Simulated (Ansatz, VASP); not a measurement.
**SrC2: VASP beside Ansatz**

File INCAR:

```
ALGO = Normal
EDIFF = 1E-6
ENCUT = 520
GGA = CA
ISIF = 2
ISMEAR = 0
LASPH = T
LCHARG = F
LREAL = F
LWAVE = F
NBANDS = 16
NELM = 80
PREC = Accurate
SIGMA = 0.01
```

KPOINTS

```
k-points
0
Gamma
  6 6 6
```

The input POSCAR:

```
SrC2
1.0
    2.5173256000      1.4533786100      2.3066623900
   -2.5173256000      1.4533786100      2.3066623900
    0.0000000000     -2.9067572300      2.3066623900
Sr C
1 2
Direct
    0.0000000000      0.0000000000      0.0000000000
    0.5915580000      0.5915580000      0.5915580000
    0.4084420000      0.4084420000      0.4084420000
```

Input for Ansatz:

```yaml
crystal:
  lattice:
    - [2.5173256, 1.45337861, 2.30666239]
    - [-2.5173256, 1.45337861, 2.30666239]
    - [0.0, -2.90675723, 2.30666239]
  atoms:
    - { symbol: Sr, position: [0.0, 0.0, 0.0] }
    - { symbol: C, position: [0.591558, 0.591558, 0.591558] }
    - { symbol: C, position: [0.4084420000000001, 0.408442, 0.408442] }
kpoints:
  mp_grid:
    grid: [6, 6, 6]
hamiltonian:
  xc: lda
  pseudopotentials:
    kind: paw
scf:
  occupations:
    method: fixed
output:
  forces: true
  stress: true
  eigenvalues: true
```

The cell comes from a database or a generator and needn't be the stable form of this composition.

Alike in both runs: task single point; functional LDA; k mesh 6 × 6 × 6; no spin polarisation.

|  | VASP | Ansatz |
| --- | --- | --- |
| version | VASP 6.6.1 | Ansatz 0.2.0 |
| potentials or method | VASP PAW LDA potentials, release 64 (Sr_sv, C) | plane waves, PAW |
| plane-wave cutoff (eV) | 520 | 420 |
| occupations | gaussian, width 0.01 eV | fixed |
| valence electrons in the cell | 18 | 18 |

Ansatz gave:

* gap on the k mesh at the Fermi level (eV): 1.64
* pressure (GPa): -5.8
* largest component of the traceless stress (GPa): 1.28
* rms of the force components (eV/Å): 0.248

Problem. Which values does VASP return?

Solution. gap on the k mesh at the Fermi level (eV): 1.60; pressure (GPa): -5.4; largest component of the traceless stress (GPa): 1.00; rms of the force components (eV/Å): 0.211.

Atom by atom the forces differ by 0.036 eV/Å (rms over components).

A k mesh can miss the band edges. A hybrid or GW would open this gap; LDA tends to underestimate it.
